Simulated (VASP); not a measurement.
All values below come from SCAN meta-GGA, VASP's PBE PAW potentials (set 64) (plane waves; VASP 6.6.1).

Input for VASP

### POSCAR
```
GdN
1
    0.0000000000     2.4900000000     2.4900000000
    2.4900000000     0.0000000000     2.4900000000
    2.4900000000     2.4900000000     0.0000000000
Gd N
1 1
Direct
  0.0000000000   0.0000000000   0.0000000000
  0.5000000000   0.5000000000   0.5000000000
```

**INCAR**
```
! general
SYSTEM   =  GdN
PREC     =  Accurate
ENCUT    =  520   ! plane-wave cut-off (eV)
LREAL    =  F   ! projection in real space or not
LASPH    =  T

! electronic loop
EDIFF    =  1E-6   ! SCF stop (eV)
NELM     =  100
ALGO     =  Normal   ! blocked Davidson
LMAXMIX  =  6
LMIXTAU  =  T

! smearing
ISMEAR   =  0   ! Gaussian
SIGMA    =  0.05

! functional
METAGGA  =  SCAN

! ions
IBRION   =  2   ! conjugate gradients
NSW      =  60
ISIF     =  3
EDIFFG   =  -0.01   ! ionic stop

! output
LWAVE    =  F
LCHARG   =  F
```

### KPOINTS
```
Automatic
0
Gamma
8 8 8
```

POTCAR, in this order: Gd_3 N (PBE.64 set). Program: vasp_std.

Output

OSZICAR:
```
       N       E                     dE             d eps       ncg     rms          rms(c)
DAV:   1    -0.158365908566E+01   -0.15837E+01   -0.72565E+03   638   0.123E+03
DAV:   2    -0.611343123979E+02   -0.59551E+02   -0.53651E+02   787   0.234E+02
DAV:   3    -0.645842655206E+02   -0.34500E+01   -0.33795E+01   859   0.455E+01
DAV:   4    -0.646296547439E+02   -0.45389E-01   -0.45252E-01   806   0.471E+00
DAV:   5    -0.646307429054E+02   -0.10882E-02   -0.10877E-02   891   0.572E-01    0.294E+01
DAV:   6    -0.578385596249E+02    0.67922E+01   -0.20304E+01   776   0.317E+01    0.255E+01
DAV:   7    -0.589189456771E+02   -0.10804E+01   -0.27336E+00   727   0.132E+01    0.152E+01
DAV:   8    -0.592369669354E+02   -0.31802E+00   -0.72728E-01   727   0.842E+00    0.138E+00
DAV:   9    -0.589274325504E+02    0.30953E+00   -0.24756E-01   710   0.583E+00    0.371E-01
DAV:  10    -0.590392853370E+02   -0.11185E+00   -0.83000E-02   700   0.284E+00    0.475E-01
DAV:  11    -0.589999267721E+02    0.39359E-01   -0.43027E-03   762   0.802E-01    0.279E-01
DAV:  12    -0.589985652026E+02    0.13616E-02   -0.73394E-03   653   0.110E+00    0.970E-02
DAV:  13    -0.589994423422E+02   -0.87714E-03   -0.80252E-04   719   0.453E-01    0.539E-02
DAV:  14    -0.589988528472E+02    0.58950E-03   -0.22864E-04   701   0.195E-01    0.165E-02
DAV:  15    -0.590000557087E+02   -0.12029E-02   -0.72219E-04   662   0.401E-01    0.615E-02
DAV:  16    -0.590001299305E+02   -0.74222E-04   -0.54676E-05   755   0.975E-02    0.245E-02
DAV:  17    -0.590001424573E+02   -0.12527E-04   -0.11566E-05   722   0.347E-02    0.659E-03
DAV:  18    -0.590001411711E+02    0.12862E-05   -0.10981E-05   665   0.421E-02    0.451E-03
DAV:  19    -0.590001563460E+02   -0.15175E-04   -0.16336E-06   738   0.192E-02    0.680E-03
DAV:  20    -0.590001566135E+02   -0.26751E-06   -0.65572E-07   593   0.128E-02
   1 F= -.59000157E+02 E0= -.59000157E+02  d E =-.590002E+02
       N       E                     dE             d eps       ncg     rms          rms(c)
DAV:   1    -0.591108585511E+02   -0.11070E+00   -0.25776E+00   656   0.149E+01    0.411E+00
DAV:   2    -0.590184149861E+02    0.92444E-01   -0.37931E-01   748   0.442E+00    0.132E+00
DAV:   3    -0.590051690728E+02    0.13246E-01   -0.45000E-02   787   0.182E+00    0.126E+00
DAV:   4    -0.589975523299E+02    0.76167E-02   -0.23973E-02   754   0.167E+00    0.460E-01
DAV:   5    -0.589897336821E+02    0.78186E-02   -0.15228E-02   644   0.156E+00    0.167E-01
DAV:   6    -0.589979820257E+02   -0.82483E-02   -0.71018E-03   650   0.119E+00    0.213E-01
DAV:   7    -0.589978868595E+02    0.95166E-04   -0.11756E-03   710   0.331E-01    0.205E-02
DAV:   8    -0.589979987501E+02   -0.11189E-03   -0.86206E-05   698   0.116E-01    0.140E-02
DAV:   9    -0.589978968397E+02    0.10191E-03   -0.46741E-05   701   0.959E-02    0.184E-02
DAV:  10    -0.589979466334E+02   -0.49794E-04   -0.21670E-05   665   0.619E-02    0.277E-03
DAV:  11    -0.589979396989E+02    0.69345E-05   -0.66407E-06   653   0.361E-02    0.864E-04
DAV:  12    -0.589979476519E+02   -0.79529E-05   -0.45265E-07   391   0.103E-02    0.632E-04
DAV:  13    -0.589979469579E+02    0.69400E-06   -0.30641E-08   325   0.239E-03
   2 F= -.58997947E+02 E0= -.58997943E+02  d E =0.220966E-02
       N       E                     dE             d eps       ncg     rms          rms(c)
DAV:   1    -0.590365598246E+02   -0.38612E-01   -0.64967E-01   662   0.748E+00    0.209E+00
DAV:   2    -0.590137049442E+02    0.22855E-01   -0.88614E-02   755   0.222E+00    0.690E-01
DAV:   3    -0.590104511764E+02    0.32538E-02   -0.10266E-02   789   0.900E-01    0.625E-01
DAV:   4    -0.590076036100E+02    0.28476E-02   -0.55436E-03   734   0.792E-01    0.209E-01
DAV:   5    -0.590028077968E+02    0.47958E-02   -0.65244E-03   665   0.101E+00    0.802E-02
DAV:   6    -0.590083402796E+02   -0.55325E-02   -0.20479E-03   650   0.563E-01    0.596E-02
DAV:   7    -0.590084071550E+02   -0.66875E-04   -0.64507E-04   685   0.317E-01    0.155E-02
DAV:   8    -0.590084354280E+02   -0.28273E-04   -0.29907E-05   731   0.656E-02    0.722E-03
DAV:   9    -0.590084789756E+02   -0.43548E-04   -0.52990E-06   674   0.318E-02    0.391E-03
DAV:  10    -0.590084696312E+02    0.93443E-05   -0.13601E-06   446   0.128E-02    0.143E-03
DAV:  11    -0.590084821803E+02   -0.12549E-04   -0.80060E-07   370   0.133E-02    0.809E-04
DAV:  12    -0.590084800345E+02    0.21458E-05   -0.35253E-08   346   0.197E-03    0.438E-04
DAV:  13    -0.590084801580E+02   -0.12348E-06   -0.57349E-09   334   0.823E-04
   3 F= -.59008480E+02 E0= -.59008480E+02  d E =-.832354E-02
       N       E                     dE             d eps       ncg     rms          rms(c)
DAV:   1    -0.590091252319E+02   -0.64520E-03   -0.11561E-02   656   0.996E-01    0.274E-01
DAV:   2    -0.590085569339E+02    0.56830E-03   -0.16088E-03   757   0.294E-01    0.897E-02
DAV:   3    -0.590084710735E+02    0.85860E-04   -0.18429E-04   783   0.119E-01    0.824E-02
DAV:   4    -0.590083235175E+02    0.14756E-03   -0.10003E-04   742   0.106E-01    0.283E-02
DAV:   5    -0.590084021185E+02   -0.78601E-04   -0.96763E-05   656   0.129E-01    0.112E-02
DAV:   6    -0.590084372712E+02   -0.35153E-04   -0.33734E-05   659   0.758E-02    0.913E-03
DAV:   7    -0.590084051084E+02    0.32163E-04   -0.64065E-06   722   0.298E-02    0.173E-03
DAV:   8    -0.590084043857E+02    0.72264E-06   -0.31409E-07   361   0.737E-03
   4 F= -.59008404E+02 E0= -.59008404E+02  d E =-.824777E-02
```

### OUTCAR
```
------------------------ aborting loop because EDIFF is reached ----------------------------------------
  FORCE on cell =-STRESS in cart. coord.  units (eV):
  Direction    XX          YY          ZZ          XY          YZ          ZX
  --------------------------------------------------------------------------------------
  Total       -0.0022941     -0.0022941     -0.0022941     -0.0000000     -0.0000000      0.0000000
  in kB       -0.1215057     -0.1215057     -0.1215057     -0.0000000     -0.0000000      0.0000000
  external PRESSURE =      -0.1215057 kB  Pullay stress =       0.0000000 kB
  volume of cell :       30.25
      direct lattice vectors                 reciprocal lattice vectors
     0.000000000  2.473031882  2.473031882    -0.202180976  0.202180976  0.202180976
     2.473031882  0.000000000  2.473031882     0.202180976 -0.202180976  0.202180976
     2.473031882  2.473031882  0.000000000     0.202180976  0.202180976 -0.202180976
 POSITION                                       TOTAL-FORCE (eV/Angst)
 -----------------------------------------------------------------------------------
      0.00000      0.00000      0.00000        -0.000000      0.000000      0.000000
      2.47303      2.47303      2.47303         0.000000     -0.000000     -0.000000
 -----------------------------------------------------------------------------------
    total drift:                                0.000000      0.000000      0.000000
  FREE ENERGIE OF THE ION-ELECTRON SYSTEM (eV)
  ---------------------------------------------------
  free  energy   TOTEN  =       -59.0084043857 eV

  energy  without entropy=      -59.0084039324  energy(sigma->0) =      -59.00840416

 reached required accuracy - stopping structural energy minimisation
```
(Selected blocks of OUTCAR.)

File CONTCAR:
```
GdN
   1.00000000000000
     0.0000000000000000    2.4730318821006771    2.4730318821006771
     2.4730318821006771    0.0000000000000000    2.4730318821006771
     2.4730318821006771    2.4730318821006771    0.0000000000000000
  Gd              N
     1     1
Direct
     0.0000000000000000    0.0000000000000000    0.0000000000000000
     0.5000000000000000    0.5000000000000000    0.5000000000000000
```

The 4f electrons are frozen in the core of the lanthanide potential, so 4f levels, which can set the real gap, and their magnetism are missing. Energy and stress use the plane-wave basis of the starting cell.

The compound is GdN in the rock salt structure. This run relaxes it. Symmetry was kept, so distortions that lower it aren't found.
